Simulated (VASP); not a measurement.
OsO, 2 atoms in the cell. The structure is hexagonal, space group P6/mmm (No. 191). Conventional cell: a = 3.321 Å, b = 3.321 Å, c = 4.659 Å, α = 90.00°, β = 90.00°, γ = 120.00°. Os (site symmetry 6/mmm) is surrounded by 2 O at 2.33 Å. O (site symmetry 6/mmm) has 2 Os at 2.33 Å as nearest neighbours. The cell was built by a generator and needn't be a form met in nature.

```yaml
Program: VASP 6.6.1
Task: density of states
Functional: HSEsol
Dispersion: D4
Potentials_or_basis: VASP PAW PBE potentials, release 64 (Os, O)
Cutoff: 520 eV
k_mesh: 5 × 5 × 3
Occupations: tetrahedron
Spin: no spin polarisation
Grid_for_exact_exchange_PRECFOCK: Normal
Further_INCAR_settings: LASPH = False; ALGO = Normal; EDIFF = 1e-06; NBANDS = 14
```

Potentials or basis: VASP PAW PBE potentials, release 64 (Os, O).

The run is started by

```console
$ cat potpaw_PBE.64/Os/POTCAR potpaw_PBE.64/O/POTCAR > POTCAR
$ cp INCAR.step1 INCAR
$ mpirun -np 1 vasp_std > vasp.out
$ cp INCAR.step2 INCAR
$ mpirun -np 1 vasp_std > vasp.out
```

Hardware: 1 thread of Intel(R) Xeon(R) 6975P-C (Granite Rapids) (shared host).

Task: Estimate the wall time of this run.

Result: Run time: 20 min on 1 thread of Intel(R) Xeon(R) 6975P-C (Granite Rapids), with other jobs on the host, peak memory 0.27 GiB. Counts: scf iterations 43, k points 10.
